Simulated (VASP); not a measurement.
# TiP (Badengzhuite) under strain, part 5 of 5

How does the pressure of TiP (Badengzhuite) answer to a change of volume? The bands are shown for each cell. All runs use PBEsol. Left out of this account: 1 further run (fields: a reference on another mesh). The start is a cell from a database of measured crystal structures.

VASP 6.6.1; PBEsol; plane waves and PAW (Ti_sv, P).

So far, pressure (GPa): step 2 (bands, cell as listed) -5.29; step 4 (cell volume +8.0 %) -13.6; step 5 (bands, sheared, principal strains -2.3, +0.7, +1.6 %) -4.86; step 6 (cell volume -4.0 %) 0.384; step 7 (cell volume -8.0 %) 7.39.

The database entry behind the starting cell has ideal inner coordinates that were not refined, so it need not match the best structure at ambient conditions.

## (8) Bands, atoms displaced by up to 0.04 Å

The atoms are moved off their sites at random, as a crude picture of disorder.

The input, INCAR:

```
SYSTEM = TiP
PREC = Accurate
ENCUT = 400
EDIFF = 1E-06
NELM = 100
ISMEAR = -1
SIGMA = 0.05
LREAL = .FALSE.
ALGO = Normal
GGA = PS
NBANDS = 54
LASPH = .TRUE.
LORBIT = 11
LWAVE = .FALSE.
LCHARG = .FALSE.
KPAR = 8
```

The input, POSCAR:

```
TiP
1.0
    3.5130000000      0.0000000000      0.0000000000
   -1.7565000000      3.0423472435      0.0000000000
    0.0000000000      0.0000000000     11.7500000000
Ti P
4 4
Direct
    0.3305920000      0.6620900000      0.1238370000
    0.6604610000      0.3323400000      0.6257190000
    0.3318720000      0.6692060000      0.3754740000
    0.6640400000      0.3323760000      0.8770550000
    0.0066360000      0.0022580000      0.0001310000
    0.0097240000      0.0079470000      0.4997140000
    0.6567690000      0.3328720000      0.2507780000
    0.3278620000      0.6663260000      0.7510980000
```

The input, KPOINTS:

```
Automatic mesh
0
Gamma
10 10 3
0 0 0
```

The input, KPOINTS_OPT:

```
Line mode
12
Line-mode
Reciprocal
  0.00000000   0.00000000   0.00000000 GAMMA
  0.50000000   0.00000000   0.00000000 M

  0.50000000   0.00000000   0.00000000 M
  0.33333333   0.33333333   0.00000000 K

  0.33333333   0.33333333   0.00000000 K
  0.00000000   0.00000000   0.00000000 GAMMA

  0.00000000   0.00000000   0.00000000 GAMMA
  0.00000000   0.00000000   0.50000000 A

  0.00000000   0.00000000   0.50000000 A
  0.50000000   0.00000000   0.50000000 L

  0.50000000   0.00000000   0.50000000 L
  0.33333333   0.33333333   0.50000000 H

  0.33333333   0.33333333   0.50000000 H
  0.00000000   0.00000000   0.50000000 A

  0.50000000   0.00000000   0.50000000 L
  0.50000000   0.00000000   0.00000000 M

  0.33333333   0.33333333   0.00000000 K
  0.33333333   0.33333333   0.50000000 H
```

The projector-augmented-wave data sets are Ti_sv and P (PBE family, release 64).

The run is started by

```
$ mpirun -np 8 vasp_std
```

Log:

```text
[... set-up lines as in an earlier step ...]
 entering main loop
       N       E                     dE             d eps       ncg     rms          rms(c)
DAV:   1     0.768628000799E+03    0.76863E+03   -0.26705E+04 16424   0.119E+03
DAV:   2     0.294309097707E+02   -0.73920E+03   -0.70448E+03 16478   0.405E+02
DAV:   3    -0.652547149237E+02   -0.94686E+02   -0.91659E+02 22400   0.134E+02
DAV:   4    -0.760503526311E+02   -0.10796E+02   -0.10677E+02 24872   0.400E+01
DAV:   5    -0.765780123798E+02   -0.52766E+00   -0.52724E+00 23610   0.811E+00    0.256E+01
DAV:   6    -0.665979166278E+02    0.99801E+01   -0.44185E+01 22290   0.427E+01    0.789E+00
DAV:   7    -0.662878731704E+02    0.31004E+00   -0.67524E+00 19714   0.165E+01    0.672E+00
DAV:   8    -0.665706509611E+02   -0.28278E+00   -0.24901E+00 21282   0.981E+00    0.528E+00
DAV:   9    -0.663312018153E+02    0.23945E+00   -0.33632E+00 23904   0.687E+00    0.421E+00
DAV:  10    -0.662342501507E+02    0.96952E-01   -0.10417E+00 21936   0.433E+00    0.211E+00
DAV:  11    -0.661910888288E+02    0.43161E-01   -0.28666E-01 21408   0.235E+00    0.598E-01
DAV:  12    -0.661925214232E+02   -0.14326E-02   -0.17558E-02 21212   0.106E+00    0.434E-01
DAV:  13    -0.661936667646E+02   -0.11453E-02   -0.21667E-02 22870   0.123E+00    0.388E-01
DAV:  14    -0.661916938951E+02    0.19729E-02   -0.58371E-03 21918   0.625E-01    0.785E-02
DAV:  15    -0.661916520589E+02    0.41836E-04   -0.75304E-04 21170   0.142E-01    0.405E-02
DAV:  16    -0.661916536875E+02   -0.16286E-05   -0.32236E-05 21784   0.372E-02    0.216E-02
DAV:  17    -0.661916502645E+02    0.34229E-05   -0.99286E-06 20626   0.226E-02    0.736E-03
DAV:  18    -0.661916507131E+02   -0.44860E-06   -0.11012E-06 11626   0.938E-03
   1 F= -.66191651E+02 E0= -.66174430E+02  d E =-.344422E-01
 Start KPOINTS_OPT (optional k-point list driver)
k-point batch [1-108\108]
       N       E                     dE             ncg
DAV:   1     0.534220431254E+04   -0.15361E+06    11664
DAV:   2    -0.734980353197E+05   -0.78840E+05    11686
DAV:   3    -0.836046631758E+05   -0.10107E+05    15454
DAV:   4    -0.848924422033E+05   -0.12878E+04    17416
DAV:   5    -0.849567899258E+05   -0.64348E+02    16154
DAV:   6    -0.849578362894E+05   -0.10464E+01    16120
DAV:   7    -0.849578672399E+05   -0.30950E-01    16250
DAV:   8    -0.849578675615E+05   -0.32157E-03    15676
DAV:   9    -0.849578675677E+05   -0.62168E-05    10624
DAV:  10    -0.849578675686E+05   -0.88003E-06     8586
```

Elapsed: 2.2 min, on 8 MPI ranks of Intel Xeon Platinum 8259CL at 2.50GHz (Skylake/Cascade Lake), shared host; peak memory 7.1 GiB; 17 min of CPU time.

Parts of OUTCAR (step 8):

```text
   NELECT =      68.0000    total number of electrons

 E-fermi :   8.9092

 k-point     1 :       0.0000    0.0000    0.0000
  band No.  band energies     occupation
    ...
     30       7.8144      2.00000
     31       8.5944      1.99632
     32       8.5986      1.99600
     33       8.6646      1.98510
     34       8.6719      1.98279
     35       9.2484      0.00226
     36       9.2945      0.00090
     37       9.3631      0.00023
     38       9.4631      0.00003
     39       9.4793      0.00002
    ...

  Total       -4.5487336     -4.5261219     -3.6406266     -0.1238620     -0.0530863     -0.0185764
  in kB      -58.0331692    -57.7446863    -46.4474548     -1.5802428     -0.6772798     -0.2370000
  external PRESSURE =     -54.0751034 kB  Pullay stress =       0.0000000 kB

 POSITION                                       TOTAL-FORCE (eV/Angst)
 -----------------------------------------------------------------------------------
     -0.00159      2.01431      1.45508        -0.032146      0.162407     -1.216281
      1.73644      1.01109      7.35220         0.203199      0.126738     -1.431956
     -0.00959      2.03596      4.41182         0.057191      0.033216      1.389960
      1.74895      1.01120     10.30540         0.077369      0.065619      1.246828
      0.01935      0.00687      0.00154        -0.281505     -0.164508      0.056547
      0.02020      0.02418      5.87164        -0.384412     -0.228241      0.115702
      1.72254      1.01271      2.94664         0.282315      0.001097     -0.153201
     -0.01862      2.02720      8.82540         0.077990      0.003672     -0.007599
 -----------------------------------------------------------------------------------
    total drift:                                0.000489      0.000288      0.000007

  FREE ENERGIE OF THE ION-ELECTRON SYSTEM (eV)
  ---------------------------------------------------
  free  energy   TOTEN  =       -66.1916507131 eV

  energy  without entropy=      -66.1572085561  energy(sigma->0) =      -66.17442963

[... 5 parts as in an earlier step ...]

[... 12 further parts left out ...]
```

Numbers from this step:

```yaml
scf_cycles: 18
irreducible_k_points: 152
symmetry_operations: 1
free_energy_toten: -66.1917 eV
energy_at_zero_smearing: -66.1744 eV
fermi_energy: 8.909 eV
pressure: -5.408 GPa
```

Electronic bands along the path, in eV, zero at the Fermi level; # counts the bands kept, so #1 is VASP's band 21:

```
          point    #11    #12    #13    #14    #15    #16   #17   #18
              Γ  -0.31  -0.31  -0.24  -0.24   0.34   0.39  0.45  0.55
0.45 of the way  -2.03  -1.32  -1.11  -0.28   0.05   0.31  0.50  0.55
              M  -2.47  -1.87  -1.43  -0.63  -0.09   0.87  1.25  1.40
0.55 of the way  -2.81  -2.74  -0.20  -0.16   0.60   0.86  1.18  1.38
              K  -3.01  -3.00   0.16   0.70   0.71   0.88  1.07  1.16
0.45 of the way  -2.53  -2.32  -0.30  -0.12  -0.08   0.35  0.73  0.87
              Γ  -0.31  -0.31  -0.24  -0.24   0.34   0.39  0.45  0.55
0.45 of the way  -0.53  -0.53  -0.27  -0.27   0.11   0.14  0.47  0.69
              A  -1.13  -1.12  -0.14  -0.13  -0.12  -0.11  0.52  0.60
0.45 of the way  -1.70  -1.63  -0.92  -0.88   0.28   0.29  0.79  0.85
              L  -1.88  -1.81  -1.39  -1.34   0.65   0.73  1.34  1.36
0.45 of the way  -2.68  -2.66  -0.44  -0.40   0.78   0.83  1.30  1.32
              H  -2.82  -2.81   0.40   0.42   0.81   0.81  0.87  0.88
0.55 of the way  -2.14  -2.11  -0.55  -0.53   0.35   0.37  0.75  0.76
              A  -1.13  -1.12  -0.14  -0.13  -0.12  -0.11  0.52  0.60
      jump to L  -1.88  -1.81  -1.39  -1.34   0.65   0.73  1.34  1.36
0.45 of the way  -2.15  -1.69  -1.57  -0.98   0.27   1.05  1.05  1.41
              M  -2.47  -1.87  -1.43  -0.63  -0.09   0.87  1.25  1.40
      jump to K  -3.01  -3.00   0.16   0.70   0.71   0.88  1.07  1.16
0.45 of the way  -2.91  -2.90   0.22   0.69   0.73   0.73  1.03  1.04
              H  -2.82  -2.81   0.40   0.42   0.81   0.81  0.87  0.88
```

Of the projections kept (Ti, P), the largest for each band there; the rest of the weight can lie on other orbitals:

```
point      #11      #12      #13      #14      #15      #16      #17      #18
    Γ  Ti 1.00  Ti 1.00  Ti 1.00  Ti 1.00  Ti 0.89  Ti 0.95   P 0.84  Ti 0.99
    M  Ti 0.55  Ti 0.98   P 0.82  Ti 0.91  Ti 0.90  Ti 1.00  Ti 0.95  Ti 1.00
    K  Ti 0.52  Ti 0.53  Ti 1.00  Ti 0.93  Ti 0.93  Ti 0.99  Ti 0.93  Ti 0.95
    Γ  Ti 1.00  Ti 1.00  Ti 1.00  Ti 1.00  Ti 0.89  Ti 0.95   P 0.84  Ti 0.99
    A  Ti 0.71  Ti 0.72  Ti 1.00  Ti 1.00  Ti 1.00  Ti 1.00  Ti 0.55  Ti 0.54
    L   P 0.60   P 0.61  Ti 0.90  Ti 0.90  Ti 0.94  Ti 0.93  Ti 0.96  Ti 0.96
```

Force by atom:

```
atom  x (eV/Å)  y (eV/Å)  z (eV/Å)  size
 Ti1     -0.03      0.16     -1.22  1.23
 Ti2      0.20      0.13     -1.43  1.45
 Ti3      0.06      0.03      1.39  1.39
 Ti4      0.08      0.07      1.25  1.25
  P5     -0.28     -0.16      0.06  0.33
  P6     -0.38     -0.23      0.12  0.46
  P7      0.28      0.00     -0.15  0.32
  P8      0.08      0.00     -0.01  0.08
```

 The pressure is -5.41 GPa, and the symmetry operations fall from 24 to 1.

## (9) Side by side

| cell | mesh | pressure (GPa) | gap (eV) |
| --- | --- | --- | --- |
| cell as listed | 10×10×3 | -5.29 | none |
| volume times 1.04 | 10×10×3 | -9.89 | none |
| volume times 1.08 | 10×10×3 | -13.61 | none |
| sheared, principal strains -2.3, +0.7, +1.6 % | 10×10×3 | -4.86 | none |
| volume times 0.96 | 10×10×3 | 0.38 | none |
| volume times 0.92 | 10×10×3 | 7.39 | none |
| atoms displaced by up to 0.04 Å | 10×10×3 | -5.41 | none |

## (10) What came out

```json
{
 "pressure, cell as listed": "-5.29 GPa",
 "pressure, volume times 1.04": "-9.89 GPa",
 "pressure, volume times 1.08": "-13.6 GPa",
 "pressure, sheared, principal strains -2.3, +0.7, +1.6 %": "-4.86 GPa",
 "pressure, volume times 0.96": "0.384 GPa",
 "pressure, volume times 0.92": "7.39 GPa",
 "pressure, atoms displaced by up to 0.04 Å": "-5.41 GPa",
 "bulk modulus at the listed volume, shape and positions held": "129 GPa"
}
```

**Reading.** The slope of pressure against ln V at the listed volume gives a bulk modulus of 129 GPa at fixed shape and positions, an upper bound since the atoms bear forces (not that of equilibrium, since the cell bears -5.3 GPa there). The atoms were not relaxed in the changed cells.

[Lines on the potential files, build, host, timing and source positions are cut from VASP's logs without a mark.]

[Logs are printed without paths, hosts, clocks, repeated set-up lines and the standing remarks that a program may print on its own settings, such as how far it seeks lower states.]

[Hosts, paths, dates, database ids (printed as entryN), source tags and the programs' standing remarks are cut or masked in the printed files.]

[A measured line is paired with the nearest computed mode of its activity, which favours agreement.]
